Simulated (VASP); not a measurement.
# What goes wrong when Zr (Zirconium) is relaxed with a bad input

Aim: see how common mistakes in a VASP relaxation show up, on Zr (Zirconium). The starting structure is a measured crystal structure from the Crystallography Open Database.

Main program and level: VASP 6.6.1; Kohn-Sham DFT with plane waves and PAW; PBEsol.

### 1. Starting point

Symmetry: P6_3/mmc, No. 194, hexagonal system. Conventional cell: a = 3.232 Å, b = 3.232 Å, c = 5.147 Å, α = 90.00°, β = 90.00°, γ = 120.00°. Zr has 12 Zr at 3.18 to 3.23 Å nearest.

As a file:

```
Zr
1.0
     3.23200    0.00000    0.00000
    -1.61600    2.79899    0.00000
     0.00000    0.00000    5.14700
Zr
2
Cartesian
  1.6160 0.9330 3.8603
  0.0000 1.8660 1.2868
```

### 2. Reference relaxation

This run starts from the cell of an earlier relaxation, which isn't shown; the restart sets up the plane waves anew.

Input file INCAR:

```
SYSTEM = Zr
PREC = Accurate
ENCUT = 450
EDIFF = 1E-06
NELM = 100
ISMEAR = 1
SIGMA = 0.1
LREAL = .FALSE.
ALGO = Normal
GGA = PS
NBANDS = 18
LORBIT = 11
LWAVE = .FALSE.
LCHARG = .FALSE.
KPAR = 2
IBRION = 2
NSW = 50
ISIF = 3
EDIFFG = -0.01
```

Input file POSCAR:

```
Zr
1.0
    3.1862141058      0.0000000000      0.0000000000
   -1.5931070529      2.7593423575      0.0000000000
    0.0000000000      0.0000000000      5.1045946581
Zr
2
Direct
    0.6666666667      0.3333333333      0.7500000000
    0.3333333333      0.6666666667      0.2500000000
```

Input file KPOINTS:

```
Automatic mesh
0
Gamma
10 10 6
0 0 0
```

PAW data sets: Zr_sv (PBE family, release 64).

Launch:

```sh
$ mpirun -np 2 vasp_std
```

What it wrote:

```text
[banner, memory and clock lines left out]
running    2 mpi-ranks, on    1 nodes
 distrk:  each k-point on    1 cores,    2 groups
 distr:  one band on    1 cores,    1 groups

 POSCAR found type information on POSCAR Zr
 POSCAR found :  1 types and       2 ions
|                                                                             |
|               ----> ADVICE to this user running VASP <----                  |
|                                                                             |
|     You enforced a specific xc type in the INCAR file but a different       |
|     [... a line on the potential file left out ...]
|     I HOPE YOU KNOW WHAT YOU ARE DOING!                                     |
|                                                                             |

 LDA part: xc-table for (Slater+PW92), standard interpolation
 POSCAR, INCAR and KPOINTS ok, starting setup
 FFT: planning ... GRIDC
 FFT: planning ... GRID_SOFT
 FFT: planning ... GRID
 WAVECAR not read
 entering main loop
       N       E                     dE             d eps       ncg     rms          rms(c)
DAV:   1     0.194996476196E+03    0.19500E+03   -0.12627E+04  2016   0.120E+03
DAV:   2    -0.452097899230E+01   -0.19952E+03   -0.19656E+03  2406   0.358E+02
DAV:   3    -0.185836086926E+02   -0.14063E+02   -0.13962E+02  3614   0.690E+01
DAV:   4    -0.189371907831E+02   -0.35358E+00   -0.35319E+00  2398   0.109E+01
DAV:   5    -0.189459735316E+02   -0.87827E-02   -0.87801E-02  2970   0.129E+00    0.161E+01
DAV:   6    -0.182928957275E+02    0.65308E+00   -0.98216E-01  2146   0.778E+00    0.648E+00
DAV:   7    -0.181618042367E+02    0.13109E+00   -0.65316E-01  2930   0.544E+00    0.116E+00
DAV:   8    -0.181658775658E+02   -0.40733E-02   -0.36270E-02  2620   0.154E+00    0.279E-01
DAV:   9    -0.181661782002E+02   -0.30063E-03   -0.15551E-03  2590   0.371E-01    0.282E-02
DAV:  10    -0.181661538446E+02    0.24356E-04   -0.46588E-05  2868   0.407E-02    0.235E-02
DAV:  11    -0.181661547298E+02   -0.88513E-06   -0.92326E-06  2206   0.354E-02
   1 F= -.18166155E+02 E0= -.18166649E+02  d E =-.181662E+02
 curvature:   0.00 expect dE= 0.000E+00 dE for cont linesearch  0.000E+00
 trial: gam= 0.00000 g(F)=  0.264E-47 g(S)=  0.274E-04 ort = 0.000E+00 (trialstep = 0.100E+01)
 search vector abs. value=  0.274E-04
 bond charge predicted
       N       E                     dE             d eps       ncg     rms          rms(c)
DAV:   1    -0.181665282780E+02   -0.37443E-03   -0.12889E-02  2368   0.107E+00    0.196E-01
DAV:   2    -0.181662039474E+02    0.32433E-03   -0.11792E-03  2486   0.292E-01    0.629E-02
DAV:   3    -0.181661329276E+02    0.71020E-04   -0.43823E-04  2952   0.143E-01    0.371E-02
DAV:   4    -0.181661420478E+02   -0.91202E-05   -0.37523E-05  2446   0.261E-02    0.160E-02
DAV:   5    -0.181661479341E+02   -0.58863E-05   -0.28813E-05  3030   0.281E-02    0.637E-03
DAV:   6    -0.181661473791E+02    0.55508E-06   -0.10395E-06  1416   0.802E-03
   2 F= -.18166147E+02 E0= -.18166640E+02  d E =0.735069E-05
 trial-energy change:    0.000007  1 .order    0.000004   -0.000027    0.000035
 step:   0.4420(harm=  0.4420)  dis= 0.00000  next Energy=   -18.166161 (dE=-0.606E-05)
 bond charge predicted
       N       E                     dE             d eps       ncg     rms          rms(c)
DAV:   1    -0.181662786538E+02   -0.13072E-03   -0.40233E-03  2318   0.600E-01    0.111E-01
DAV:   2    -0.181661733927E+02    0.10526E-03   -0.36827E-04  2426   0.163E-01    0.362E-02
DAV:   3    -0.181661485737E+02    0.24819E-04   -0.13706E-04  2926   0.802E-02    0.206E-02
DAV:   4    -0.181661533276E+02   -0.47539E-05   -0.11736E-05  2202   0.147E-02    0.862E-03
DAV:   5    -0.181661575133E+02   -0.41857E-05   -0.89094E-06  2922   0.161E-02    0.352E-03
DAV:   6    -0.181661578080E+02   -0.29464E-06   -0.30959E-07  1130   0.463E-03
   3 F= -.18166158E+02 E0= -.18166651E+02  d E =-.307822E-05
 curvature:  -0.22 expect dE=-0.321E-06 dE for cont linesearch -0.148E-06
 trial: gam= 0.00000 g(F)=  0.347E-46 g(S)=  0.145E-05 ort =-0.429E-05 (trialstep = 0.888E+00)
 search vector abs. value=  0.145E-05
 reached required accuracy - stopping structural energy minimisation
```

Wall time 10 s (2 MPI ranks of Intel Xeon 6975P-C (Granite Rapids), shared host); peak memory 0.31 GiB.

The logs omit lines about the potential files and the build; timing stands in the text.

Parts of OUTCAR (step 2):

```text
ion  position               nearest neighbor table
   1  0.667  0.333  0.750-   2 3.15   2 3.15   2 3.15   2 3.15   2 3.15   2 3.15
   2  0.333  0.667  0.250-   1 3.15   1 3.15   1 3.15   1 3.15   1 3.15   1 3.15

  LATTYP: Found a hexagonal cell.
 ALAT       =     3.1862141058
 C/A-ratio  =     1.6020877721

 Subroutine GETGRP returns: Found 24 space group operations
 (whereof 12 operations were pure point group operations)

The static configuration has the point symmetry D_3d.
 The point group associated with its full space group is D_6h.

 Found     56 irreducible k-points:

   k-points           NKPTS =     56   k-points in BZ     NKDIM =     56   number of bands    NBANDS=     18

   dimension x,y,z NGX =    24 NGY =   24 NGZ =   36
   dimension x,y,z NGXF=    48 NGYF=   48 NGZF=   72

   ENCUT  =  450.0 eV  33.07 Ry    5.75 a.u.   5.51  5.51  8.83*2*pi/ulx,y,z

   NELECT =      24.0000    total number of electrons

 k-points in reciprocal lattice and weights: Automatic mesh
   0.00000000  0.00000000  0.00000000       0.002
   0.10000000 -0.00000000  0.00000000       0.010
   0.20000000 -0.00000000  0.00000000       0.010
   0.30000000 -0.00000000  0.00000000       0.010
   0.40000000 -0.00000000  0.00000000       0.010
   0.50000000 -0.00000000  0.00000000       0.005
   0.10000000  0.10000000  0.00000000       0.010
   0.20000000  0.10000000  0.00000000       0.020
   0.30000000  0.10000000  0.00000000       0.020
[...]
0.40000000  0.20000000  0.50000000       0.010
   0.30000000  0.30000000  0.50000000       0.010

 average (electrostatic) potential at core
       1 -73.9310       2 -73.9310

 E-fermi :   9.2758

 k-point     1 :       0.0000    0.0000    0.0000
  band No.  band energies     occupation
    ...
      6     -16.8831      2.00000
      7     -16.8661      2.00000
      8     -16.8661      2.00000
      9       3.5365      2.00000
     10       6.1291      2.00000
     11      10.1477     -0.00000
     12      10.1477     -0.00000
     13      10.2460     -0.00000
     14      10.5508     -0.00000
     15      10.8648     -0.00000
    ...

 k-point     2 :       0.1000   -0.0000    0.0000
  band No.  band energies     occupation
    ...
      6     -16.9463      2.00000
      7     -16.8974      2.00000
      8     -16.8765      2.00000
      9       3.8283      2.00000
     10       6.3954      2.00000
     11       9.5514     -0.00068
     12       9.9700     -0.00000
     13      10.4210     -0.00000
     14      10.5763     -0.00000
     15      10.7423     -0.00000
    ...

 k-point     3 :       0.2000   -0.0000    0.0000
  band No.  band energies     occupation
    ...
      8     -16.9059      2.00000
      9       4.6170      2.00000
     10       6.9896      2.00000
     11       8.8628      2.00000
     12       8.8802      2.00000
     13      10.0937     -0.00000
     14      10.7525     -0.00000
     15      10.8040     -0.00000
     16      11.2134     -0.00000
     17      11.3958      0.00000
    ...

  Total       -0.0013200     -0.0013200     -0.0075281      0.0000000     -0.0000000      0.0000000
  in kB       -0.0470956     -0.0470956     -0.2685857      0.0000000     -0.0000000      0.0000000
  external PRESSURE =      -0.1209256 kB  Pullay stress =       0.0000000 kB

  energy-cutoff  :      450.00
  volume of cell :       44.91
      direct lattice vectors                 reciprocal lattice vectors
     3.186922941 -0.000000000  0.000000000     0.313782297  0.181162294  0.000000000
    -1.593461470  2.759956227  0.000000000     0.000000000  0.362324587  0.000000000
     0.000000000 -0.000000000  5.105480777     0.000000000  0.000000000  0.195867940

 POSITION                                       TOTAL-FORCE (eV/Angst)
 -----------------------------------------------------------------------------------
      1.59346      0.91999      3.82911        -0.000000      0.000000      0.000000
     -0.00000      1.83997      1.27637         0.000000     -0.000000      0.000000
 -----------------------------------------------------------------------------------
    total drift:                               -0.000000      0.000000     -0.000000

  FREE ENERGIE OF THE ION-ELECTRON SYSTEM (eV)
  ---------------------------------------------------
  free  energy   TOTEN  =       -18.1661578080 eV

  energy  without entropy=      -18.1676371887  energy(sigma->0) =      -18.16665093

 reached required accuracy - stopping structural energy minimisation

 total charge
# of ion       s       p       d       tot
------------------------------------------
    1        2.241   5.956   1.669   9.867
    2        2.241   5.956   1.669   9.867
--------------------------------------------------
tot          4.483  11.913   3.338  19.734

[... 3 further parts left out ...]
```

CONTCAR:

```
Zr
   1.00000000000000
     3.1869229407219670   -0.0000000000000000    0.0000000000000000
    -1.5934614703609835    2.7599562265494999    0.0000000000000000
     0.0000000000000000   -0.0000000000000000    5.1054807772375472
  Zr
     2
Direct
     0.6666666667000030    0.3333333332999970    0.7500000000000000
     0.3333333332999970    0.6666666667000030    0.2500000000000000
```

The run shows no gap at this level; if that holds and bands cross the Fermi level widely, this k-mesh is coarse for it. The PAW data sets were made with PBE, which is usual practice but a small mismatch for other functionals. The run keeps the 24 symmetry operations of its start, so it cannot find a distortion of lower symmetry.

The reference relaxation ends at 22.453 Å³ an atom. Pressures at 0.985 and 1.015 times this volume, from two more relaxations that aren't shown, give a bulk modulus of 99.5 GPa.

### 3. Relaxation with a functional's name that the tag doesn't take

A slip made on purpose: a functional's name that the tag doesn't take. Against step 2 the input has GGA = PBESOL (also changed: NELM).

Changes to INCAR since step 2:

```diff
@@ -4,3 +4,3 @@
 EDIFF = 1E-06
-NELM = 100
+NELM = 60
 ISMEAR = 1
@@ -9,3 +9,3 @@
 ALGO = Normal
-GGA = PS
+GGA = PBESOL
 NBANDS = 18
```

Input file POSCAR:

```
Zr
1.0
    3.2320000000      0.0000000000      0.0000000000
   -1.6160000000      2.7989941050      0.0000000000
    0.0000000000      0.0000000000      5.1470000000
Zr
2
Direct
    0.6666666667      0.3333333333      0.7500000000
    0.3333333333      0.6666666667      0.2500000000
```

KPOINTS is that of step 2.

Launch:

```sh
$ mpirun -np 2 vasp_std
```

What it wrote:

```text
[banner, memory and clock lines left out]
running    2 mpi-ranks, on    1 nodes
[...]
|                                                                             |
|     EEEEEEE  RRRRRR   RRRRRR   OOOOOOO  RRRRRR      ###     ###     ###     |
|     E        R     R  R     R  O     O  R     R     ###     ###     ###     |
|     E        R     R  R     R  O     O  R     R     ###     ###     ###     |
|     EEEEE    RRRRRR   RRRRRR   O     O  RRRRRR       #       #       #      |
|     E        R   R    R   R    O     O  R   R                               |
|     E        R    R   R    R   O     O  R    R      ###     ###     ###     |
|     EEEEEEE  R     R  R     R  OOOOOOO  R     R     ###     ###     ###     |
|                                                                             |
|     Error: One of the selected functionals does not exist.                  |
|                                                                             |
|       ---->  I REFUSE TO CONTINUE WITH THIS SICK JOB ... BYE!!! <----       |
|                                                                             |

1
1
```

Run time: 2.6 s. Hardware: 2 MPI ranks.

VASP stopped with this message: “Error: One of the selected functionals does not exist”.

### 4. Relaxation with too few electronic steps

A slip made on purpose: too few electronic steps. Against step 2 the input has NELM = 4 (also changed: NSW).

Input file INCAR:

```
SYSTEM = Zr
PREC = Accurate
ENCUT = 450
EDIFF = 1E-06
NELM = 4
ISMEAR = 1
SIGMA = 0.1
LREAL = .FALSE.
ALGO = Normal
GGA = PS
NBANDS = 18
LORBIT = 11
LWAVE = .FALSE.
LCHARG = .FALSE.
KPAR = 2
IBRION = 2
NSW = 30
ISIF = 3
EDIFFG = -0.01
```

POSCAR is that of step 3.

KPOINTS is that of step 3.

Launch:

```sh
$ mpirun -np 2 vasp_std
```

What it wrote:

```text
[banner, memory and clock lines left out]
running    2 mpi-ranks, on    1 nodes
[...]
[... a notice as in an earlier step ...]

 LDA part: xc-table for (Slater+PW92), standard interpolation
 POSCAR, INCAR and KPOINTS ok, starting setup
[...]
entering main loop
       N       E                     dE             d eps       ncg     rms          rms(c)
DAV:   1     0.190677635229E+03    0.19068E+03   -0.12461E+04  2024   0.119E+03
DAV:   2    -0.416170855550E+01   -0.19484E+03   -0.19203E+03  2386   0.357E+02
DAV:   3    -0.186567019135E+02   -0.14495E+02   -0.14392E+02  3646   0.684E+01
DAV:   4    -0.189729423177E+02   -0.31624E+00   -0.31589E+00  2376   0.110E+01
|                                                                             |
|           W    W    AA    RRRRR   N    N  II  N    N   GGGG   !!!           |
|           W    W   A  A   R    R  NN   N  II  NN   N  G    G  !!!           |
|           W    W  A    A  R    R  N N  N  II  N N  N  G       !!!           |
[...]
|     The electronic self-consistency was not achieved in the given           |
   3 F= 0.20262768E+02 E0= 0.20261971E+02  d E =0.392357E+02
   4 F= -.18180619E+02 E0= -.18180967E+02  d E =0.792323E+00
   5 F= -.18162064E+02 E0= -.18162462E+02  d E =0.810878E+00
   6 F= -.18162413E+02 E0= -.18162832E+02  d E =-.348778E-03
   7 F= -.18163139E+02 E0= -.18163609E+02  d E =-.107441E-02
   8 F= -.18163295E+02 E0= -.18163766E+02  d E =-.156179E-03
   9 F= -.18163706E+02 E0= -.18164179E+02  d E =-.567160E-03
  10 F= -.18164432E+02 E0= -.18164910E+02  d E =-.129281E-02
  11 F= -.18165490E+02 E0= -.18165976E+02  d E =-.235124E-02
  12 F= -.18166012E+02 E0= -.18166507E+02  d E =-.287328E-02
  13 F= -.18160548E+02 E0= -.18161029E+02  d E =0.259051E-02
  14 F= -.18162175E+02 E0= -.18162657E+02  d E =0.963655E-03
  15 F= -.18165339E+02 E0= -.18165835E+02  d E =-.220051E-02
  16 F= -.18166214E+02 E0= -.18166710E+02  d E =-.307551E-02
  17 F= -.18166309E+02 E0= -.18166804E+02  d E =-.316984E-02
  18 F= -.18166327E+02 E0= -.18166822E+02  d E =-.318842E-02
  19 F= -.18166343E+02 E0= -.18166837E+02  d E =-.152528E-04
  20 F= -.18166353E+02 E0= -.18166846E+02  d E =-.255261E-04
  21 F= -.18166223E+02 E0= -.18166714E+02  d E =0.104104E-03
[...]
reached required accuracy - stopping structural energy minimisation
```

Run time: 41 s. Hardware: 2 MPI ranks; peak memory 0.4 GiB.

From OUTCAR (step 4):

```text
  Total        0.0035228      0.0035228     -0.0193203      0.0000000      0.0000000      0.0000000
  in kB        0.1253376      0.1253376     -0.6874009      0.0000000      0.0000000      0.0000000
  external PRESSURE =      -0.1455752 kB  Pullay stress =       0.0000000 kB

 POSITION                                       TOTAL-FORCE (eV/Angst)
 -----------------------------------------------------------------------------------
      1.59490      0.92082      3.83280        -0.000000      0.000000      0.000000
     -0.00000      1.84163      1.27760         0.000000     -0.000000     -0.000000
 -----------------------------------------------------------------------------------
    total drift:                               -0.000000      0.000000     -0.000000

  FREE ENERGIE OF THE ION-ELECTRON SYSTEM (eV)
  ---------------------------------------------------
  free  energy   TOTEN  =       -18.1662231807 eV

  energy  without entropy=      -18.1676941503  energy(sigma->0) =      -18.16671350

[... 2 parts as in an earlier step ...]

[... 2 further parts left out ...]
[key lines of the parts left out:]
E-fermi :   9.2426
```

Logs of long relaxations may skip ionic steps without a mark.

The search for the minimum reports success, but an electronic loop had used up its NELM cycles before it reached EDIFF, so the run counts as unconverged.

(Continued in part 2 of 2.)

[Lines on the potential files, build, host, timing and source positions are cut from VASP's logs without a mark.]

[Logs are printed without paths, hosts, clocks, repeated set-up lines and the standing remarks that a program may print on its own settings, such as how far it seeks lower states.]

[Hosts, paths, dates, database ids (printed as entryN), source tags and the programs' standing remarks are cut or masked in the printed files.]
